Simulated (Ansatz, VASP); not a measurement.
**VGe2P4 (VGe2P4 monolayer) in two plane-wave programs**

Wanted: the spread between two codes on one cell, functional and k mesh. The structure shown is the start of the Ansatz relaxation below; VASP solves that cell, so the two are compared at the walk's first step.

Calculated with Ansatz 0.2.0; plane waves, with VASP 6.6.1 beside it; single point at PBE with D3(BJ).

### Step 1. Starting point

The cell holds 7 atoms: 4 P, 2 Ge and 1 V. Cell: a = 3.580 Å, b = 3.580 Å, c = 47.951 Å, α = 90.0°, β = 90.0°, γ = 120.0°. Vacuum lies along c.

As a file:

```cif
data_structure
_symmetry_space_group_name_H-M 'P 1'
_symmetry_Int_Tables_number 1
_cell_length_a 3.5800
_cell_length_b 3.5800
_cell_length_c 47.9513
_cell_angle_alpha 90.000
_cell_angle_beta 90.000
_cell_angle_gamma 120.000
_cell_volume 532.23
loop_
_atom_site_label
_atom_site_type_symbol
_atom_site_fract_x
_atom_site_fract_y
_atom_site_fract_z
_atom_site_occupancy
P1 P 0.00000 0.00000 0.41188 1
P2 P 0.33333 0.66667 0.47347 1
P3 P 0.33333 0.66667 0.52653 1
P4 P 0.00000 0.00000 0.58812 1
Ge5 Ge 0.33333 0.66667 0.42759 1
Ge6 Ge 0.33333 0.66667 0.57241 1
V7 V 0.00000 0.00000 0.50000 1
```

### Step 2. Ansatz: relaxation, PBE with D3(BJ)

Ansatz runs on its PAW soft_1 files.

The two programs are compared at the cell with which this relaxation starts, whose forces are those of its first step.

Input file input.yaml:

```yaml
crystal:
  lattice:
    - [3.58, 0.0, 0.0]
    - [-1.79, 3.1003709455, 0.0]
    - [0.0, 0.0, 47.9513049691]
  atoms:
    - { symbol: P, position: [0.0, 0.0, 0.4118761734] }
    - { symbol: Ge, position: [0.3333333333, 0.6666666667, 0.4275914764] }
    - { symbol: P, position: [0.3333333333, 0.6666666667, 0.4734713539] }
    - { symbol: V, position: [0.0, 0.0, 0.5], spin: 1.0 }
    - { symbol: P, position: [0.3333333333, 0.6666666667, 0.5265286461] }
    - { symbol: Ge, position: [0.3333333333, 0.6666666667, 0.5724085236] }
    - { symbol: P, position: [0.0, 0.0, 0.5881238266] }
  periodic: [true, true, false]
magnetization:
  spin_polarized: true
kpoints:
  mp_grid: { grid: [12, 12, 1] }
hamiltonian:
  xc: pbe
  dispersion: d3bj
  pseudopotentials: { kind: paw, azcp: { folder: soft_1 } }
scf:
  occupations: { method: fermi_dirac, width: 0.05 }
  convergence: { dr2_threshold: 1.0e-09 }
relax:
  f_tol: 0.004
  max_steps: 90
  cell: {}
output:
  write_potential: true
  write_density: true
  volumetric_format: npy
```

Started as:

```sh
$ ansatz run input.yaml --threads 4 --pin off --max-ram 6144MiB --backend cpu --events-out ev --progress --plain --runs-dir out
```

Numbers of over 12 decimals in the logs are rounded to 6 here.

Output:

```text
Warning: relax.cell: scf.convergence.dr2_threshold = 1e-9 eV is looser than the 2.05609826158e-10 eV advised for a relaxation that steers and ends on the stress (1e-10 eV for each atom of the cell: 7, times the square of relax.cell.stress_2d_tol = 0.05 N/m over 18.5 Å (the atoms' height at the walk's start and 5 Å past either face), 2.710e-2 GPa, over a crystal's default 0.05). What an SCF threshold leaves in a stress goes as its square root, and in the free energy as the threshold itself, and one threshold admits the most on a small cell: [figures from the program's tests cut] Set scf.convergence.dr2_threshold to 2.05609826158e-10 eV or tighter. [rest of the remark cut]
Engine: ansatz 0.2.0, x86_64-unknown-linux-gnu
Pseudopotentials: kind: paw
Pseudopotential: P, paw, valence charge 5, recommended cutoff 420 eV (normal), soft_1/P.paw.azcp
Pseudopotential: Ge, paw, valence charge 14, recommended cutoff 420 eV (normal), soft_1/Ge.paw.azcp
Pseudopotential: V, paw, valence charge 13, recommended cutoff 420 eV (normal), soft_1/V.paw.azcp
Functional definition: PBE
  parameter kappa = 0.804
  parameter beta = 0.066725
  exchange = pbe_x(kappa = kappa, mu = beta*pi^2/3)
  correlation = pbe_c(beta = beta)
Crystal: 7 atoms, lattice volume = 532.227 Å³
Basis set: ecut = 420 eV, 10211 PW (Γ), exchange–correlation on 48×48×648 points (8 copies of the dense FFT grid, shifted against one another)
Bands: 38, of which v1, the nominal top of the filled ones, is band 31 counted from 1 (30 counted from 0)
Symmetry: 12 space group operations
Space group: P-6m2 (ITA 187), of the structure as read, at distance tolerance 8.1e-5 Å
Magnetic group: BNS 187.209 (UNI 1439), of the structure as read, at distance tolerance 8.1e-5 Å
k-points: 19 of 144 (time reversal used)
Non-local potential: P, projectors of the file, l = 0: 2, l = 1: 2, l = 2: 1
Non-local potential: Ge, projectors of the file, l = 0: 2, l = 1: 2, l = 2: 3, l = 3: 1
Non-local potential: V, projectors of the file, l = 0: 3, l = 1: 2, l = 2: 3, l = 3: 1
PAW form: soft (Blöchl's): semilocal exchange-correlation on the pseudo side does not see the compensation charge
PAW one-centre angular grid: P, 110 points (default); XC on 64 Gauss nodes
PAW one-centre angular grid: Ge, 590 points (default); XC on 64 Gauss nodes
PAW one-centre angular grid: V, 590 points (default); XC on 64 Gauss nodes
Initial density: superposition of atomic densities (neutral atoms: chi_scale 0, normalization atom)
Starting moments: Σ|m| = 1 μB on 1 of 7 sites
Initial wavefunctions: pseudopotential atomic-orbital guess
Functional: x = pbe(κ = 0.804, μ = 0.219515), c = pbe(β = 0.066725)
SCF iter   1: F=—  HF=-14528.390337 eV  |F-HF|=—  |Δ(HF+E_count)|=         —  Δρ=1.43e-2 (↑1.43e-2 ↓1.29e-2)  dr2=5.30e0  dr2_m=4.74e-2  M=0.716 μB ∫|m|=0.929 μB  β_m=0.30  ethr=3.10e-3  ⟨swp⟩=16.7  Hψ=10775  notcnv=0  defer=6
Mixer restart at iter 1: flushing history
preconditioner: auto → LDOS  [metal: Δε(μ)=0.018 eV  Ē_g=8.116 eV  σ=0.050 eV  W_gap=0.09  n_scr=28 (ndim 8)  ℏωp=9.2 eV  f_vac=0.736  D(μ)=2.42/eV (n_scr^D=12)]
spin=Collinear: LDOS preconditioning applied to the charge; magnetization (m = ρ↑ − ρ↓) channel mixes plain (no charge-response kernel on spin).
SCF iter   2: F=—  HF=-14527.300007 eV  |F-HF|=—  |Δ(HF+E_count)|=    1.09e0  Δρ=8.74e-3 (↑8.74e-3 ↓8.50e-3)  dr2=1.83e0  dr2_m=1.91e-2  M=0.760 μB ∫|m|=0.964 μB  β_m=0.49  ethr=3.10e-3  ⟨swp⟩=3.6  Hψ=2589  notcnv=0  defer=58
SCF iter   3: F=—  HF=-14527.038321 eV  |F-HF|=—  |Δ(HF+E_count)|=   2.62e-1  Δρ=2.59e-3 (↑2.26e-3 ↓2.59e-3)  dr2=1.05e-1  dr2_m=2.52e-3  M=0.801 μB ∫|m|=1.005 μB  β_m=0.59  ethr=2.99e-3  ⟨swp⟩=3.8  Hψ=2634  notcnv=0  defer=58
SCF iter   4: F=—  HF=-14527.072108 eV  |F-HF|=—  |Δ(HF+E_count)|=         —  Δρ=6.27e-4 (↑4.58e-4 ↓6.27e-4)  dr2=2.90e-3  dr2_m=3.65e-4  M=0.827 μB ∫|m|=1.026 μB  β_m=0.59  ethr=1.73e-4  ⟨swp⟩=4.7  Hψ=3633  notcnv=0  defer=45
SCF iter   5: F=—  HF=-14527.074006 eV  |F-HF|=—  |Δ(HF+E_count)|=   1.90e-3  Δρ=3.09e-4 (↑2.78e-4 ↓3.09e-4)  dr2=3.27e-4  dr2_m=2.46e-4  M=0.841 μB ∫|m|=1.040 μB  β_m=0.79  ethr=4.76e-6  ⟨swp⟩=3.3  Hψ=2955  notcnv=0  defer=45
SCF iter   6: F=—  HF=-14527.074812 eV  |F-HF|=—  |Δ(HF+E_count)|=   8.06e-4  Δρ=1.30e-4 (↑1.30e-4 ↓1.20e-4)  dr2=8.55e-5  dr2_m=6.80e-5  M=0.855 μB ∫|m|=1.056 μB  β_m=0.89  ethr=5.36e-7  ⟨swp⟩=3.0  Hψ=3124  notcnv=0  defer=45
[...]
SCF iter   3: F=—  HF=-14528.476526 eV  |F-HF|=—  |Δ(HF+E_count)|=   3.05e-7  Δρ=2.35e-6 (↑1.81e-6 ↓2.35e-6)  dr2=9.14e-8  dr2_m=1.89e-9  M=0.775 μB ∫|m|=0.955 μB  β_m=0.56  ethr=1.03e-9  ⟨swp⟩=2.7  Hψ=2277  notcnv=0
SCF iter   4: F=—  HF=-14528.476527 eV  |F-HF|=—  |Δ(HF+E_count)|=   5.25e-7  Δρ=1.01e-6 (↑1.01e-6 ↓1.00e-6)  dr2=1.88e-8  dr2_m=1.44e-9  M=0.775 μB ∫|m|=0.955 μB  β_m=0.60  ethr=1.50e-10  ⟨swp⟩=2.8  Hψ=2284  notcnv=0
SCF iter   5: F=—  HF=-14528.476527 eV  |F-HF|=—  |Δ(HF+E_count)|=   2.01e-7  Δρ=5.49e-7 (↑5.02e-7 ↓5.49e-7)  dr2=6.02e-9  dr2_m=5.25e-10  M=0.775 μB ∫|m|=0.955 μB  β_m=0.61  ethr=3.08e-11  ⟨swp⟩=2.9  Hψ=2473  notcnv=0
SCF iter   6: F=—  HF=-14528.476527 eV  |F-HF|=—  |Δ(HF+E_count)|=   7.29e-8  Δρ=2.51e-7 (↑1.95e-7 ↓2.51e-7)  dr2=4.14e-10  dr2_m=1.46e-10  M=0.775 μB ∫|m|=0.955 μB  β_m=0.65  ethr=9.87e-12  ⟨swp⟩=2.6  Hψ=2203  notcnv=0
SCF iter   7: F=-14528.476527 eV  HF=-14528.476527 eV  |F-HF|=1.82e-11  |Δ(HF+E_count)|=   1.69e-8  Δρ=9.83e-8 (↑5.52e-8 ↓9.83e-8)  dr2=2.70e-10  dr2_m=7.91e-12  M=0.775 μB ∫|m|=0.955 μB  ethr=1.00e-12  ⟨swp⟩=11.6  Hψ=11188  notcnv=0
SCF 7 converged in 7 iterations: F = -14528.476527 eV  dr2 = 2.70e-10
relax step   7: F+E_penalty+E_count = -14528.47652698 eV  Δ(F+E_penalty+E_count) = +1.109e-3 eV  max|allowed force component| = 5.054e-4 eV/Å  Δτ_max = 0.0000 Å  P = -0.015 N/m  Ω = 513.108 Å³  fix = [c, alpha, beta]  reactions: c -0.000 N/m  stress off target by 1.53e-2 N/m on what of the cell is left free  SCF on the basis re-selected at this cell (its energy is not comparable with the rows above)  (7 SCF iters)
basis re-selected at this cell: Δ(F+E_penalty+E_count) = +1.109e-3 eV, ΔP = -0.018 N/m vs the last step (what re-selecting the basis moved, of the pressure what is left beyond the Pulay correction that the steps carried, after the strain that the cell walked since its last selection, with what the two solves' SCF thresholds leave and, on support functions, any second-order correction that the steps lacked; it is no m [...]
WARN: The output density's exchange-correlation potential varies sharply where the density is thin. Do not read a vacuum level from v_tot or v_xc, or from such a field of the output density. On a cell that repeats whose density bears no net charge and no dipole along the vacuum's axis use v_es (v_loc + v_h of the components); under efield.dipole_correction with no amplitude use v_es + v_field, which holds any externa [...]
SCF converged after 7 iterations
Magnetization: 0.7748 μB (30.8874 up, 30.1126 down)
Absolute magnetization: 0.9551 μB (∫|ρ↑−ρ↓|, with the PAW one-centre terms)
Spin contamination: 0.0166 ħ² per cell (⟨S²⟩ above its minimum at these occupations)
Per-site moments (μB) at R_I (Å): [(0.00187299, 0.952960), (0.00578197, 0.952960), (-0.029891, 0.961855), (0.636824, 0.997348), (-0.029891, 0.961855), (0.00578197, 0.952960), (0.00187299, 0.952960)]
Free energy (F): -14528.476527 eV
Harris-Foulkes:  -14528.476527 eV  (|F-HF|=1.82e-11)
Internal energy: -14528.464193 eV  (E = F + TS)
E sigma→0 (E₀):  -14528.470360 eV
Entropy (-TS):   -0.012334 eV (-1.762 meV/atom)
Fermi energy:    -5.467537 eV
--- Per-component energies (eV) ---
  E_band       = -1341.964729
  E_kinetic    = 756.147375
  E_local      = -267059.666833  (includes V_loc(G=0)·N_el)
  E_nonlocal   = 649.611186
  E_hartree    = 132830.748663
  E_xc         = -549.369723
  E_vxc        = -519.092498  (∫ρ·V_xc dr)
  E_paw        = -7387.574413  (= ΣΔE_a)
  E_vpaw       = -830.466510  (= ΣTr[D̂ρ^β])
  E_aug_tail   = 0.001062  (compensation charges beyond the density's cutoff)
  E_ewald      = 126233.958108
  E_disp       = -2.319617  (pairwise vdW)
  E_smearing   = -0.012334  (= −TS)
  E_closure    = -0.000000  (closes the sum)
  Σ components = -14528.476527   (vs F -14528.476527, Δ=0.00e0)
--- Forces (eV/Å), atoms counted from 1 ---
  atom   1  P      0.00000000    -0.00000000    -0.00050536
  atom   2  Ge    -0.00000000     0.00000000     0.00013431
  atom   3  P      0.00000000    -0.00000000    -0.00048051
  atom   4  V      0.00000000    -0.00000000     0.00000000
  atom   5  P      0.00000000    -0.00000000     0.00048051
  atom   6  Ge     0.00000000     0.00000000    -0.00013431
  atom   7  P      0.00000000    -0.00000000     0.00050536
  max |Σ_I F_I| component: 4.26e-16 eV/Å
--- 2D stress c σ (N/m, compression-positive) ---
       -0.015255       0.000000       0.000000
        0.000000      -0.015255       0.000000
        0.000000       0.000000       0.000000
  P = ½ c Tr σ = -0.0153 N/m
--- Band table (eV; the first three rows and the last of 38) ---
  k-point 0 ↑: bands = [... 27 lower, -5.7770, -5.7061, -5.7061, -5.3258, -2.6365, -2.6365, -2.5399, -2.4652, ... 3 higher]
  k-point 1 ↑: bands = [... 27 lower, -5.9789, -5.9034, -5.8803, -5.3254, -2.9149, -2.8374, -2.5519, -2.5232, ... 3 higher]
  k-point 2 ↑: bands = [... 27 lower, -6.4217, -6.2403, -6.0076, -5.4720, -3.4138, -3.3058, -2.8843, -2.3737, ... 3 higher]
  k-point 18 ↓: bands = [... 27 lower, -7.7955, -6.9101, -6.2691, -4.8678, -4.1652, -3.9571, -3.4511, -3.1460, ... 3 higher]
  the weakly bound empty levels are not read free of the cell's end (no_gap_told)
--- Relaxed structure (6 steps of the walk, 6 accepted, 1 SCFs on fresh bases) ---
  F+E_penalty+E_count = -14528.47652698 eV   max|allowed force component| = 5.054e-4 eV/Å   (the final SCF, on the basis selected at the relaxed cell)
  cell:  # Å, volume = 513.1076 Å³
    - [3.515108, 0, 0.0]
    - [-1.757554, 3.044173, 0.0]
    - [0.0, 0.0, 47.9513049691]
  atoms:
    - { symbol: P, position: [1.0573552618555e-17, -5.135725556199064e-17, 0.400946] }
    - { symbol: Ge, position: [0.333333, 0.666667, 0.423965] }
    - { symbol: P, position: [0.333333, 0.666667, 0.472593] }
    - { symbol: V, position: [1.0573552618554981e-17, -5.135725556199064e-17, 0.5] }
    - { symbol: P, position: [0.333333, 0.666667, 0.527407] }
    - { symbol: Ge, position: [0.333333, 0.666667, 0.576035] }
    - { symbol: P, position: [1.0573552618555e-17, -5.135725556199064e-17, 0.599054] }
```

Reading the cycles: dr2 is the Hartree energy of the density residual (eV), the measure of convergence; HF is the Harris–Foulkes estimate of the energy, which meets the free energy F at convergence.

(Continued in part 2 of 2.)

[Lines on the potential files, build, host, timing and source positions are cut from VASP's logs without a mark.]

[Logs are printed without paths, hosts, clocks, repeated set-up lines and the standing remarks that a program may print on its own settings, such as how far it seeks lower states.]

[Hosts, paths, dates, database ids (printed as entryN), source tags and the programs' standing remarks are cut or masked in the printed files.]
